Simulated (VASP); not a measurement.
VASP ran on this input.

INCAR:
```
SYSTEM = HfN
PREC = Accurate
ENCUT = 520
EDIFF = 1E-7
NELM = 100
ALGO = Normal
LREAL = .FALSE.
LASPH = .TRUE.
ISMEAR = 1
SIGMA = 0.1
GGA = MK
PARAM1 = 0.1234568
PARAM2 = 0.7114
ZAB_VDW = -1.8867
LUSE_VDW = .TRUE.
AGGAC = 0.0
LMAXMIX = 6
LWAVE = .FALSE.
LCHARG = .FALSE.
ISIF = 2
```

### KPOINTS
```
Automatic mesh
0
Gamma
14 14 14
0 0 0
```

### POSCAR
```
HfN
4.560550
  0.0000000000   0.5000000300   0.5000000300
  0.5000000300   0.0000000000   0.5000000300
  0.5000000300   0.5000000300   0.0000000000
Hf N
1 1
Cart
  0.0000000000   0.0000000000   0.0000000000
  0.5000000300   0.5000000300   0.5000000300
```

POTCAR, in this order: Hf_pv N (PBE.64 set). Program: vasp_std.

Problem. Translate this rev-vdW-DF2 calculation to Quantum ESPRESSO's pw.x.

Solution. One equivalent input (not run):
```
&CONTROL
  calculation = 'scf'
  pseudo_dir = './pseudo'
  outdir = './out'
  tprnfor = .true.
  tstress = .true.
/
&SYSTEM
  ibrav = 0
  nat = 2
  ntyp = 2
  ecutwfc = 84
  occupations = 'smearing'
  smearing = 'methfessel-paxton'
  degauss = 0.00735
  input_dft = 'vdw-df2-b86r'
/
&ELECTRONS
  conv_thr = 7.3e-09
  electron_maxstep = 100
/
ATOMIC_SPECIES
  Hf 178.490 Hf.upf
  N 14.007 N.upf
CELL_PARAMETERS angstrom
     0.0000000    2.2802751    2.2802751
     2.2802751    0.0000000    2.2802751
     2.2802751    2.2802751    0.0000000
ATOMIC_POSITIONS crystal
  Hf   0.0000000  0.0000000  0.0000000
  N    0.5000000  0.5000000  0.5000000
K_POINTS automatic
  14 14 14 0 0 0
```
Limits of the translation: the potentials are each code's own (VASP's PAW set, PseudoDojo norm-conserving files in pw.x), so ENCUT and ecutwfc are chosen apart and not converted; conv_thr bounds pw.x's estimated SCF error, while EDIFF bounds the energy change between steps.

The compound is HfN in the rock salt structure. This cell is one point of a volume scan, at 1.03 of the reference volume.
